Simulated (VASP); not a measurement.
Here is the system:

```xyz
3
Lattice="0.0000 2.7300 2.7300 2.7300 0.0000 2.7300 2.7300 2.7300 0.0000" Properties=species:S:1:pos:R:3 pbc="T T T"
Ca     0.0000     0.0000     0.0000
F      1.3650     1.3650     1.3650
F      4.0950     4.0950     4.0950
```

Computed with PBE GGA, VASP's PBE PAW potentials (set 64) (plane waves; VASP 6.6.1). Run with EDIFF = 1E-3, 520 eV cut-off, 8×8×8 Γ-centred mesh, Gaussian smearing of 0.050 eV, potentials Ca_sv F.

Problem. Give the stress tensor in GPa (positive for a compressed cell).

Solution. 
```
2.31  0.00  0.00
0.00  2.31  0.00
0.00  0.00  2.31
```
The pressure is its mean diagonal, 2.31 GPa.

The compound is CaF2 in the fluorite structure. The cell was not relaxed at this level. The run is one of a series of settings (EDIFF = 1E-3 against the base run), some of them coarse on purpose.
